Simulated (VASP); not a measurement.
Energy against volume of CdTe (zinc blende). Method: optB88-vdW, VASP's PBE PAW potentials (set 64) (plane waves; VASP). Run with 520 eV cut-off, 7×7×7 Γ-centred mesh, Gaussian smearing of 0.050 eV, potentials Cd Te.

```json
[
 {"V (Å³/atom)": "34.798", "E (eV/atom)": "0.24417"},
 {"V (Å³/atom)": "35.874", "E (eV/atom)": "0.24019"},
 {"V (Å³/atom)": "36.950", "E (eV/atom)": "0.24374"},
 {"V (Å³/atom)": "38.026", "E (eV/atom)": "0.25363"}
]
```

Fit these four points and predict the energy of the run at 33.721 Å³/atom.

A cubic in V^(−2/3), the third-order Birch-Murnaghan form, passes through the four points with V0 = 35.87 Å³/atom and B0 = 37 GPa, and gives 0.2571 eV/atom there. The run gave 0.2571 eV/atom, +0.0 meV/atom from the fit; all five points give B0 = 37 GPa.

The compound is CdTe in the zinc blende structure. It was relaxed first, which changed the volume by +5 %.
